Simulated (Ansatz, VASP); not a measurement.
**Cross-check of Ga2O3 (Ga2O3 (C2/m)) between VASP and Ansatz**

Wanted: the spread between two codes on one cell, functional and k mesh. The cell is taken from a series of runs on this material, whose earlier steps may have relaxed, scaled, displaced or heated it; both programs get it as it stands.

Calculated with Ansatz 0.2.0; plane waves, with VASP 6.6.1 beside it; single point at r2SCAN.

## Step 1: The structure

Symmetry: C2/m, No. 12, monoclinic system. Conventional cell: a = 12.253 Å, b = 3.039 Å, c = 5.808 Å, α = 90.00°, β = 103.80°, γ = 90.00°. Ga has 6 O at 1.94 to 2.08 Å nearest. Ga has 4 O at 1.83 to 1.87 Å nearest. Nearest to O lie 3 Ga at 1.84 to 1.94 Å. Nearest to O lie 4 Ga at 1.87 to 2.08 Å. Nearest to O lie 3 Ga at 1.83 to 1.94 Å. Farther neighbours and most contacts between anions are not listed.

## Step 2: Ansatz: single point, r2SCAN

Ansatz runs on its PAW soft_1 files.

With cell and atoms fixed, the geometry can't cause a difference; cores, projectors, grids and the points listed under the comparison can.

File input.yaml:

```yaml
crystal:
  lattice:
    - [6.1265954155, -1.5194804787, -0.0026150466]
    - [6.1265954155, 1.5194804787, -0.0026150466]
    - [-1.3834622942, 0.0, 5.6409524212]
  atoms:
    - { symbol: Ga, position: [0.3412914702, 0.3412914702, 0.68554557] }
    - { symbol: Ga, position: [0.6587085301, 0.6587085301, 0.3144544303] }
    - { symbol: Ga, position: [0.9094761, 0.9094761, 0.2051927005] }
    - { symbol: Ga, position: [0.0905239003, 0.0905239003, 0.7948072999] }
    - { symbol: O, position: [0.5037460002, 0.5037460002, 0.7438036901] }
    - { symbol: O, position: [0.4962540001, 0.4962540001, 0.2561963102] }
    - { symbol: O, position: [0.8266685301, 0.8266685301, 0.4364762504] }
    - { symbol: O, position: [0.1733314702, 0.1733314702, 0.56352375] }
    - { symbol: O, position: [0.16419004, 0.16419004, 0.1091184601] }
    - { symbol: O, position: [0.8358099603, 0.8358099603, 0.8908815403] }
basis:
  ecutwfc: 500.0
  ecutrho_ratio: 4
  xc_grid: 2
  fft_grid_basis: typed
  precision: f64
hamiltonian:
  xc: r2scan
  pseudopotentials:
    kind: paw
    azcp: { folder: soft_1, O: "soft_1/O.paw.azcp", Ga: "soft_1/Ga.paw.azcp" }
scf:
  max_iter: 80
  self_checks: high
  occupations: { method: fermi_dirac, width: 0.01 }
kpoints:
  mp_grid: { grid: [9, 9, 5] }
  band_path: { path: [VBM, CBM], npoints: 1 }
checkpoint:
  write: "../edges.point.run"
  compress: false
  write_wavefunctions: true
  write_every: 100000
```

The run is started by

```console
$ ansatz run input.yaml --threads 32 --pin off --max-ram 56524MiB --backend cuda --events-out ev --progress --plain --runs-dir out --max-vram 78GiB
```

Log:

```text
Engine: ansatz 0.2.0, aarch64-unknown-linux-gnu
[...]
Pseudopotential: Ga, paw, valence charge 13, recommended cutoff 500 eV (meta_gga), soft_1/Ga.paw.azcp
Pseudopotential: O, paw, valence charge 6, recommended cutoff 500 eV (meta_gga), soft_1/O.paw.azcp
Functional definition: r2SCAN
[...]
Crystal: 10 atoms, lattice volume = 105.015 Å³
Basis set: ecut = 500 eV, 2667 PW (Γ), exchange–correlation on 96×96×90 points (8 copies of the dense FFT grid, shifted against one another)
Bands: 54, of which v1, the nominal top of the filled ones, is band 44 counted from 1 (43 counted from 0)
[...]
Space group: C2/m (ITA 12), of the structure as read, at distance tolerance 4.7e-5 Å
k-points: 115 of 405
[...]
Functional: x = r2scan, c = r2scan; τ floored in thin density (d = 2e-4 eV/Å³)
[...]
SCF iter   2: F=—  HF=-18578.216699 eV  |F-HF|=—  |Δ(HF+E_count)|=    1.74e0  Δρ=6.09e-2  dr2=1.81e0  dr2_τ=6.75e-2  ethr=3.10e-3  ⟨swp⟩=2.0  Hψ=12895  notcnv=0  defer=488
[...]
SCF iter   9: F=—  HF=-18577.871085 eV  |F-HF|=—  |Δ(HF+E_count)|=   1.44e-8  Δρ=1.23e-5  dr2=1.13e-7  dr2_τ=9.40e-9  ethr=3.18e-9  ⟨swp⟩=2.0  Hψ=10746  notcnv=0  defer=488
SCF iter  10: F=-18577.871085 eV  HF=-18577.871085 eV  |F-HF|=5.79e-8  |Δ(HF+E_count)|=   2.39e-8  Δρ=6.66e-6  dr2=3.16e-8  dr2_τ=2.55e-9  ethr=1.14e-10  ⟨swp⟩=9.7  Hψ=21149  notcnv=0
SCF 1 converged in 10 iterations: F = -18577.871085 eV  dr2 = 3.16e-8
[...]
SCF converged after 10 iterations
Free energy (F): -18577.871085 eV
[...]
Fermi energy:    9.184431 eV
--- Per-component energies (eV) ---
[...]
--- Band table (eV; the first three rows and the last of 115) ---
[...]
```

## Step 3: VASP: single point, r2SCAN

The same cell, functional, mesh and smearing now go to VASP, with its own data sets.

Lines of VASP's logs that name or quote its potential files are left out, and so is its time.

File INCAR:

```
SYSTEM = Ga2O3
PREC = Accurate
ENCUT = 580
EDIFF = 1E-06
NELM = 120
ISMEAR = -1
SIGMA = 0.01
LREAL = .FALSE.
ALGO = Normal
METAGGA = R2SCAN
LASPH = .TRUE.
NBANDS = 54
LORBIT = 11
LWAVE = .FALSE.
LCHARG = .FALSE.
ISIF = 2
GGA_COMPAT = .FALSE.
EFERMI = MIDGAP
LMIXTAU = .TRUE.
KPAR = 2
```

File POSCAR:

```
Ga2O3
1.0
    6.1265954155     -1.5194804787     -0.0026150466
    6.1265954155      1.5194804787     -0.0026150466
   -1.3834622942      0.0000000000      5.6409524212
Ga O
4 6
Direct
    0.3412914701      0.3412914703      0.6855455700
    0.6587085300      0.6587085302      0.3144544303
    0.9094760999      0.9094761001      0.2051927005
    0.0905239002      0.0905239004      0.7948072999
    0.5037460001      0.5037460003      0.7438036901
    0.4962540000      0.4962540002      0.2561963102
    0.8266685300      0.8266685302      0.4364762504
    0.1733314701      0.1733314703      0.5635237500
    0.1641900399      0.1641900401      0.1091184601
    0.8358099602      0.8358099604      0.8908815403
```

File KPOINTS:

```
Automatic mesh
0
Gamma
9 9 5
0 0 0
```

Potentials, in the order of the species: Ga_d and O (PBE family, release 64).

The run is started by

```console
$ mpirun -np 2 vasp_std
```

Log:

```text
[banner, memory and clock lines left out]
running    2 mpi-ranks, on    1 nodes
 distrk:  each k-point on    1 cores,    2 groups
 distr:  one band on    1 cores,    1 groups

 POSCAR found type information on POSCAR GaO
 POSCAR found :  2 types and      10 ions
|                                                                             |
|               ----> ADVICE to this user running VASP <----                  |
|                                                                             |
|     You enforced a specific xc type in the INCAR file but a different       |
|     [... a line on the potential file left out ...]
|     I HOPE YOU KNOW WHAT YOU ARE DOING!                                     |
|                                                                             |

 LDA part: xc-table for (None), standard interpolation
 POSCAR, INCAR and KPOINTS ok, starting setup
 FFT: planning ... GRIDC
 FFT: planning ... GRID_SOFT
 FFT: planning ... GRID
 WAVECAR not read
 entering main loop
       N       E                     dE             d eps       ncg     rms          rms(c)
DAV:   1     0.124369848002E+04    0.12437E+04   -0.43962E+04 14610   0.328E+03
DAV:   2     0.165121624410E+03   -0.10786E+04   -0.10177E+04 12636   0.881E+02
DAV:   3    -0.106111791034E+03   -0.27123E+03   -0.26263E+03 14410   0.281E+02
DAV:   4    -0.128422449057E+03   -0.22311E+02   -0.22070E+02 15082   0.865E+01
DAV:   5    -0.129277715713E+03   -0.85527E+00   -0.85344E+00 16324   0.173E+01    0.161E+01
DAV:   6    -0.109203335635E+03    0.20074E+02   -0.20446E+01 21002   0.596E+01    0.460E+00
DAV:   7    -0.100891765050E+03    0.83116E+01   -0.35289E+00 15802   0.127E+01    0.320E+00
DAV:   8    -0.112300648754E+03   -0.11409E+02   -0.44285E+00 19082   0.237E+01    0.222E+00
DAV:   9    -0.105119306749E+03    0.71813E+01   -0.11094E+00 14376   0.117E+01    0.119E+00
DAV:  10    -0.102572289617E+03    0.25470E+01   -0.84390E-01 12552   0.570E+00    0.493E-01
DAV:  11    -0.102356227161E+03    0.21606E+00   -0.76595E-01 12696   0.602E+00    0.252E-01
DAV:  12    -0.102422871326E+03   -0.66644E-01   -0.48231E-02 17858   0.152E+00    0.274E-01
DAV:  13    -0.102438898316E+03   -0.16027E-01   -0.38317E-03 19220   0.149E+00    0.181E-01
DAV:  14    -0.102454440246E+03   -0.15542E-01   -0.17654E-02 18602   0.180E+00    0.734E-02
DAV:  15    -0.102456338041E+03   -0.18978E-02   -0.41406E-03 16014   0.101E+00    0.227E-02
DAV:  16    -0.102455782081E+03    0.55596E-03   -0.10762E-03 13642   0.323E-01    0.148E-02
DAV:  17    -0.102456461814E+03   -0.67973E-03   -0.54535E-04 13960   0.228E-01    0.101E-02
DAV:  18    -0.102456476035E+03   -0.14221E-04   -0.10139E-04 15758   0.102E-01    0.964E-03
DAV:  19    -0.102456571259E+03   -0.95224E-04   -0.78966E-05 13544   0.690E-02    0.305E-03
DAV:  20    -0.102456602052E+03   -0.30793E-04   -0.97786E-06 14032   0.257E-02    0.187E-03
DAV:  21    -0.102456608001E+03   -0.59489E-05   -0.26564E-06 12662   0.183E-02    0.319E-03
DAV:  22    -0.102456608360E+03   -0.35895E-06   -0.12991E-06  8942   0.190E-02
   1 F= -.10245661E+03 E0= -.10245661E+03  d E =0.000000E+00
```

Parts of OUTCAR (step 3):

```text
ion  position               nearest neighbor table
   1  0.341  0.341  0.686-   5 1.94  10 1.94  10 1.94   8 2.01   7 2.08   7 2.08
   2  0.659  0.659  0.314-   6 1.94   9 1.94   9 1.94   7 2.01   8 2.08   8 2.08
   3  0.909  0.909  0.205-  10 1.83   6 1.84   6 1.84   7 1.87
   4  0.091  0.091  0.795-   9 1.83   5 1.84   5 1.84   8 1.87
   5  0.504  0.504  0.744-   4 1.84   4 1.84   1 1.94
   6  0.496  0.496  0.256-   3 1.84   3 1.84   2 1.94
   7  0.827  0.827  0.436-   3 1.87   2 2.01   1 2.08   1 2.08
   8  0.173  0.173  0.564-   4 1.87   1 2.01   2 2.08   2 2.08
   9  0.164  0.164  0.109-   4 1.83   2 1.94   2 1.94
  10  0.836  0.836  0.891-   3 1.83   1 1.94   1 1.94

  LATTYP: Found a base centered monoclinic cell.
 ALAT       =    12.2531919472
 B/A-ratio  =     0.2480138213
 C/A-ratio  =     0.4740091146
 COS(beta)  =    -0.2386088462

 Subroutine GETGRP returns: Found  4 space group operations
 (whereof  4 operations were pure point group operations)

The static configuration has the point symmetry C_2h.

 Found    115 irreducible k-points:

   k-points           NKPTS =    115   k-points in BZ     NKDIM =    115   number of bands    NBANDS=     54

   dimension x,y,z NGX =    50 NGY =   50 NGZ =   48
   dimension x,y,z NGXF=   100 NGYF=  100 NGZF=   96

   ENCUT  =  580.0 eV  42.63 Ry    6.53 a.u.  12.40 12.40 11.41*2*pi/ulx,y,z

   NELECT =      88.0000    total number of electrons

 k-points in reciprocal lattice and weights: Automatic mesh
   0.00000000  0.00000000  0.00000000       0.002
   0.11111111 -0.00000000  0.00000000       0.010
   0.22222222 -0.00000000  0.00000000       0.010
   0.33333333 -0.00000000  0.00000000       0.010
   0.44444444 -0.00000000  0.00000000       0.010
   0.11111111  0.11111111  0.00000000       0.005
   0.22222222  0.11111111  0.00000000       0.010
   0.33333333  0.11111111  0.00000000       0.010
   0.44444444  0.11111111  0.00000000       0.010
[...]
-0.11111111 -0.22222222  0.40000000       0.010
  -0.11111111 -0.11111111  0.40000000       0.005

 average (electrostatic) potential at core
       1 -69.1365       2 -69.1365       3 -69.2302       4 -69.2302       5 -73.7734
       6 -73.7734       7 -73.9211       8 -73.9211       9 -73.4695      10 -73.4695

 E-fermi :   4.9062

 k-point     1 :       0.0000    0.0000    0.0000
  band No.  band energies     occupation
    ...
     40       2.7277      2.00000
     41       2.7323      2.00000
     42       2.9183      2.00000
     43       3.1255      2.00000
     44       3.3748      2.00000
     45       6.4147      0.00000
     46       9.7800      0.00000
     47      10.8356      0.00000
     48      10.9307      0.00000
     49      11.9627      0.00000
    ...

 k-point     2 :       0.1111   -0.0000    0.0000
  band No.  band energies     occupation
    ...
     40       2.4180      2.00000
     41       2.5505      2.00000
     42       2.8565      2.00000
     43       3.0545      2.00000
     44       3.3722      2.00000
     45       7.0945      0.00000
     46      10.0024      0.00000
     47      11.1159      0.00000
     48      11.2898      0.00000
     49      12.3583      0.00000
    ...

 k-point     3 :       0.2222   -0.0000    0.0000
  band No.  band energies     occupation
    ...
     40       2.2488      2.00000
     41       2.3703      2.00000
     42       2.6813      2.00000
     43       2.9153      2.00000
     44       3.3541      2.00000
     45       8.4214      0.00000
     46      10.3540      0.00000
     47      11.1956      0.00000
     48      12.1840      0.00000
     49      12.5099      0.00000
    ...

  Total        1.0342757      1.2661208      1.0735633      0.0000000      0.0000000      0.0258549
  in kB       15.7795866     19.3167659     16.3789828      0.0000000      0.0000000      0.3944591
  external PRESSURE =      17.1584451 kB  Pullay stress =       0.0000000 kB

  energy-cutoff  :      580.00
  volume of cell :      105.01
      direct lattice vectors                 reciprocal lattice vectors
     6.126595415 -1.519480479 -0.002615047     0.081619939 -0.329059838  0.020017561
     6.126595415  1.519480479 -0.002615047     0.081619939  0.329059838  0.020017561
    -1.383462294  0.000000000  5.640952421     0.000075675  0.000000000  0.177293588

 POSITION                                       TOTAL-FORCE (eV/Angst)
 -----------------------------------------------------------------------------------
      3.23348      0.00000      3.86534         0.007850      0.000000     -0.044272
      7.63625      0.00000      1.77038        -0.007850      0.000000      0.044272
     10.86011      0.00000      1.15273        -0.039183      0.000000     -0.002369
      0.00962      0.00000      4.48300         0.039183      0.000000      0.002369
      5.14347      0.00000      4.19313        -0.080975      0.000000     -0.032754
      5.72626      0.00000      1.44260         0.080975      0.000000      0.032754
      9.52548      0.00000      2.45782        -0.031142      0.000000      0.055713
      1.34425      0.00000      3.17790         0.031142      0.000000     -0.055713
      1.86089      0.00000      0.61467         0.064585      0.000000      0.041138
      9.00884      0.00000      5.02105        -0.064585      0.000000     -0.041138
 -----------------------------------------------------------------------------------
    total drift:                               -0.000012     -0.000002     -0.000007

  FREE ENERGIE OF THE ION-ELECTRON SYSTEM (eV)
  ---------------------------------------------------
  free  energy   TOTEN  =      -102.4566083600 eV

  energy  without entropy=     -102.4566083600  energy(sigma->0) =     -102.45660836

 total charge
# of ion       s       p       d       tot
------------------------------------------
    1        0.614   0.692  10.262  11.568
    2        0.614   0.692  10.262  11.568
    3        0.695   0.844  10.289  11.828
    4        0.695   0.844  10.289  11.828
    5        1.551   3.577   0.000   5.128
    6        1.551   3.577   0.000   5.128
    7        1.558   3.540   0.000   5.099
    8        1.558   3.540   0.000   5.099
    9        1.554   3.547   0.000   5.101
   10        1.554   3.547   0.000   5.101
--------------------------------------------------
tot         11.943  24.402  41.101  77.447

[... 3 further parts left out ...]
```

The run ends at a pressure of 1.72 GPa, with forces up to 0.087 eV/Å.

## Step 4: Side by side

Known differences besides the potentials themselves: VASP keeps PBE cores, Ansatz makes them for the functional; the cutoff is 500 eV in Ansatz and 580 eV in VASP. Total energies have different zeros and are not compared.

Both answers:

| quantity | Ansatz | VASP | difference |
| --- | --- | --- | --- |
| gap on the k mesh (eV) | 3.045 | 3.017 | +0.028 |

A gap on the mesh is an upper bound, since the band edges may lie between its points.

## Step 5: Results

```
difference in gap on the k mesh (single point, r2SCAN) : 0.028 eV
```

**Reading.** The difference in gap on the k mesh is 0.028 eV (single point, r2SCAN), within the 0.08 eV picked in this series as the mark of a large difference. Such differences can come from data sets, numerical settings and the points named under the comparisons, not from the functional's error against experiment.

[Lines on the potential files, build, host, timing and source positions are cut from VASP's logs without a mark.]

[Logs are printed without paths, hosts, clocks, repeated set-up lines and the standing remarks that a program may print on its own settings, such as how far it seeks lower states.]

[Hosts, paths, dates, database ids (printed as entryN), source tags and the programs' standing remarks are cut or masked in the printed files.]
